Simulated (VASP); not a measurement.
Here is the system:

```xyz
3
Lattice="1.9021 -3.2945 0.0000 1.9021 3.2945 0.0000 0.0000 0.0000 6.6444" Properties=species:S:1:pos:R:3 pbc="T T T"
Zr     0.0000     0.0000     0.0000
Se     1.9021     1.0982     1.5802
Se     1.9021    -1.0982     5.0642
```

Method: PBE GGA, VASP's PBE PAW potentials (set 64) (plane waves; VASP). Run with 480 eV cut-off, 6×6×4 Γ-centred mesh, Gaussian smearing of 0.050 eV, potentials Zr_sv Se.

Without a dispersion term in the relaxation, distances and binding between the weakly bound layers, chains or molecules are unreliable, and so is what depends on them.

Problem. Estimate the energy per atom (σ→0), band gap (on the k-mesh) with the smallest direct gap where there is one.

Solution. 
```json
{
 "band gap (on the k-mesh)": "0.39 eV",
 "smallest direct gap (on the k-mesh)": "1.10 eV",
 "energy per atom (σ→0)": "-6.528 eV/atom"
}
```

Total energies compare only between runs with the same potentials, cut-off and functional.

The compound is ZrSe2 in the 1T layered structure. It was relaxed first, which changed the volume by +10 %.
